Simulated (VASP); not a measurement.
Output of a VASP run:

### OUTCAR
```
 ion  position               nearest neighbor table
   1  0.500  0.500  0.500-   2 2.55   2 2.55   2 2.55   2 2.55   2 2.55   2 2.55   2 2.55   2 2.55
  LATTYP: Found a simple cubic cell.
 ALAT       =     2.9500000000
 Subroutine PRICEL returns:
 Original cell was already a primitive cell.
 Subroutine GETGRP returns: Found 48 space group operations
The static configuration has the point symmetry O_h .
The dynamic configuration has the point symmetry O_h .
 Subroutine INISYM returns: Found 48 space group operations
 Subroutine IBZKPT returns following result:
 Found     56 irreducible k-points:

 Following reciprocal coordinates:
            Coordinates               Weight
  0.000000  0.000000  0.000000      1.000000
  0.090909  0.000000  0.000000      6.000000
  0.181818  0.000000  0.000000      6.000000
  0.272727  0.000000  0.000000      6.000000
  0.363636  0.000000  0.000000      6.000000
  0.454545  0.000000  0.000000      6.000000
  0.090909  0.090909  0.000000     12.000000
  0.181818  0.090909  0.000000     24.000000
  0.272727  0.090909  0.000000     24.000000
  0.363636  0.090909  0.000000     24.000000
  0.454545  0.090909  0.000000     24.000000
  0.181818  0.181818  0.000000     12.000000
  0.272727  0.181818  0.000000     24.000000
  0.363636  0.181818  0.000000     24.000000
  0.454545  0.181818  0.000000     24.000000
  0.272727  0.272727  0.000000     12.000000
  0.363636  0.272727  0.000000     24.000000
  0.454545  0.272727  0.000000     24.000000
  0.363636  0.363636  0.000000     12.000000
  0.454545  0.363636  0.000000     24.000000
  0.454545  0.454545  0.000000     12.000000
  0.090909  0.090909  0.090909      8.000000
  0.181818  0.090909  0.090909     24.000000
  0.272727  0.090909  0.090909     24.000000
  0.363636  0.090909  0.090909     24.000000
  0.454545  0.090909  0.090909     24.000000
  0.181818  0.181818  0.090909     24.000000
  0.272727  0.181818  0.090909     48.000000
  0.363636  0.181818  0.090909     48.000000
  0.454545  0.181818  0.090909     48.000000
  0.272727  0.272727  0.090909     24.000000
  0.363636  0.272727  0.090909     48.000000
  0.454545  0.272727  0.090909     48.000000
  0.363636  0.363636  0.090909     24.000000
  0.454545  0.363636  0.090909     48.000000
  0.454545  0.454545  0.090909     24.000000
  0.181818  0.181818  0.181818      8.000000
  0.272727  0.181818  0.181818     24.000000
  0.363636  0.181818  0.181818     24.000000
  0.454545  0.181818  0.181818     24.000000
   k-points           NKPTS =     56   k-points in BZ     NKDIM =     56   number of bands    NBANDS=     15
   number of dos      NEDOS =    301   number of ions     NIONS =      2
   total plane-waves  NPLWV =  13824
   dimension x,y,z NGX =    24 NGY =   24 NGZ =   24
   dimension x,y,z NGXF=    48 NGYF=   48 NGZF=   48
   ions per type =               1   1
   PREC   = accura    normal or accurate (medium, high low for compatibility)
   ISTART =      0    job   : 0-new  1-cont  2-samecut
   ICHARG =      2    charge: 1-file 2-atom 10-const
   ISPIN  =      1    spin polarized calculation?
   LNONCOLLINEAR =      F non collinear calculations
   LSORBIT =      F    spin-orbit coupling
   INIWAV =      1    electr: 0-lowe 1-rand  2-diag
   ENCUT  =  520.0 eV  38.22 Ry    6.18 a.u.   5.49  5.49  5.49*2*pi/ulx,y,z
   NELM   =    100;   NELMIN=  2; NELMDL= -5     # of ELM steps
   EDIFF  = 0.1E-05   stopping-criterion for ELM
   LREAL  =      F    real-space projection
   NLSPLINE    = F    spline interpolate recip. space projectors
   LMAXMIX     =    4 max onsite mixed and CHGCAR
   VOSKOWN=      0    Vosko Wilk Nusair interpolation
   EDIFFG = -.1E-01   stopping-criterion for IOM
   NSW    =     60    number of steps for IOM
   NBLOCK =      1;   KBLOCK =     60    inner block; outer block
   IBRION =      2    ionic relax: 0-MD 1-quasi-New 2-CG
   NFREE  =      1    steps in history (QN), initial steepest desc. (CG)
...
```

### OSZICAR
```
       N       E                     dE             d eps       ncg     rms          rms(c)
DAV:   1     0.118452500201E+03    0.11845E+03   -0.11694E+04  1728   0.254E+03
DAV:   2     0.260786705962E+01   -0.11584E+03   -0.11261E+03  1680   0.326E+02
DAV:   3    -0.534150369012E+00   -0.31420E+01   -0.31343E+01  2002   0.732E+01
DAV:   4    -0.556913743933E+00   -0.22763E-01   -0.22760E-01  1988   0.560E+00
DAV:   5    -0.557193293203E+00   -0.27955E-03   -0.27954E-03  2185   0.655E-01    0.962E+00
DAV:   6    -0.383747060358E+00    0.17345E+00   -0.17968E+01  1818   0.111E+02    0.611E+00
DAV:   7     0.571064066030E+00    0.95481E+00   -0.39428E+00  1798   0.107E+02    0.217E+00
DAV:   8     0.566845076504E+00   -0.42190E-02   -0.20323E-01  2268   0.644E+00    0.125E+00
DAV:   9     0.576162822946E+00    0.93177E-02   -0.20708E-02  2059   0.377E+00    0.558E-02
DAV:  10     0.576153734187E+00   -0.90888E-05   -0.56208E-04  2430   0.397E-01    0.255E-02
DAV:  11     0.576146780423E+00   -0.69538E-05   -0.10228E-05  2339   0.544E-02    0.127E-02
DAV:  12     0.576147366552E+00    0.58613E-06   -0.83300E-07  1291   0.244E-02
   1 F= 0.57614737E+00 E0= 0.57605715E+00  d E =0.576147E+00
       N       E                     dE             d eps       ncg     rms          rms(c)
DAV:   1    -0.130411892040E+00   -0.70656E+00   -0.89452E+00  1680   0.712E+01    0.670E+00
DAV:   2     0.270485765791E+00    0.40090E+00   -0.61656E+00  1702   0.671E+01    0.324E+00
DAV:   3     0.540143468560E+00    0.26966E+00   -0.14063E+00  1709   0.456E+01    0.148E+00
DAV:   4     0.561517371523E+00    0.21374E-01   -0.72505E-02  2393   0.667E+00    0.658E-01
DAV:   5     0.569913243799E+00    0.83959E-02   -0.49066E-03  2829   0.136E+00    0.502E-02
DAV:   6     0.569897239540E+00   -0.16004E-04   -0.27355E-04  2253   0.195E-01    0.242E-02
DAV:   7     0.569895708085E+00   -0.15315E-05   -0.14232E-05  2606   0.901E-02    0.196E-03
DAV:   8     0.569895549939E+00   -0.15815E-06   -0.10362E-06  1130   0.217E-02
   2 F= 0.56989555E+00 E0= 0.56983745E+00  d E =-.625182E-02
       N       E                     dE             d eps       ncg     rms          rms(c)
DAV:   1     0.506810473552E+00   -0.63085E-01   -0.84114E-01  1680   0.228E+01    0.191E+00
DAV:   2     0.547511096156E+00    0.40701E-01   -0.45308E-01  1694   0.180E+01    0.865E-01
DAV:   3     0.564678144891E+00    0.17167E-01   -0.11506E-01  1731   0.106E+01    0.521E-01
DAV:   4     0.567556951684E+00    0.28788E-02   -0.64910E-03  2225   0.246E+00    0.203E-01
DAV:   5     0.568365535168E+00    0.80858E-03   -0.65659E-04  2726   0.469E-01    0.144E-02
DAV:   6     0.568366064195E+00    0.52903E-06   -0.39791E-05  2320   0.135E-01    0.549E-03
DAV:   7     0.568363968271E+00   -0.20959E-05   -0.90807E-07  1127   0.215E-02    0.738E-04
DAV:   8     0.568363832485E+00   -0.13579E-06   -0.52689E-07   938   0.151E-02
   3 F= 0.56836383E+00 E0= 0.56827645E+00  d E =-.778353E-02
```

File OUTCAR:
```
------------------------ aborting loop because EDIFF is reached ----------------------------------------
  FORCE on cell =-STRESS in cart. coord.  units (eV):
  Direction    XX          YY          ZZ          XY          YZ          ZX
  --------------------------------------------------------------------------------------
  Total        0.0013527      0.0013527      0.0013527     -0.0000000      0.0000000     -0.0000000
  in kB        0.0868162      0.0868162      0.0868162     -0.0000000      0.0000000     -0.0000000
  external PRESSURE =       0.0868162 kB  Pullay stress =       0.0000000 kB
  volume of cell :       24.96
      direct lattice vectors                 reciprocal lattice vectors
     2.922632666 -0.000000000 -0.000000000     0.342157265  0.000000000  0.000000000
    -0.000000000  2.922632666  0.000000000     0.000000000  0.342157265  0.000000000
    -0.000000000 -0.000000000  2.922632666     0.000000000 -0.000000000  0.342157265
 POSITION                                       TOTAL-FORCE (eV/Angst)
 -----------------------------------------------------------------------------------
      1.46132      1.46132      1.46132        -0.000000     -0.000000      0.000000
      0.00000      0.00000      0.00000         0.000000      0.000000      0.000000
 -----------------------------------------------------------------------------------
    total drift:                                0.000000      0.000000     -0.000000
  FREE ENERGIE OF THE ION-ELECTRON SYSTEM (eV)
  ---------------------------------------------------
  free  energy   TOTEN  =         0.5683638325 eV

  energy  without entropy=        0.5681016726  energy(sigma->0) =        0.56827645

 reached required accuracy - stopping structural energy minimisation
```
(Selected blocks of OUTCAR.)

**POSCAR**
```
CuZn
1
    2.9500000000     0.0000000000     0.0000000000
    0.0000000000     2.9500000000     0.0000000000
    0.0000000000     0.0000000000     2.9500000000
Zn Cu
1 1
Direct
  0.5000000000   0.5000000000   0.5000000000
  0.0000000000   0.0000000000   0.0000000000
```

Question: Reconstruct the remaining input files.

Answer: Several could match; the one computed here: the input of the run itself, vdW-DF-cx, plane waves, VASP's PBE PAW potentials (set 64).

**INCAR**
```
SYSTEM = CuZn
PREC = Accurate
ENCUT = 520
EDIFF = 1E-6
NELM = 100
ALGO = Normal
LREAL = .FALSE.
LASPH = .TRUE.
ISMEAR = 1
SIGMA = 0.1
GGA = CX
LUSE_VDW = .TRUE.
AGGAC = 0.0
LMAXMIX = 4
LWAVE = .FALSE.
LCHARG = .FALSE.
IBRION = 2
ISIF = 3
NSW = 60
EDIFFG = -0.01
```

File KPOINTS:
```
Automatic mesh
0
Gamma
11 11 11
0 0 0
```

POTCAR, in this order: Zn Cu (PBE.64 set). Program: vasp_std.

Energy and stress use the plane-wave basis of the starting cell.

The compound is CuZn in the CsCl type structure. This run relaxes it. Symmetry was kept, so distortions that lower it aren't found. The electron count is odd and the run is not spin-polarised, which forces a metal.
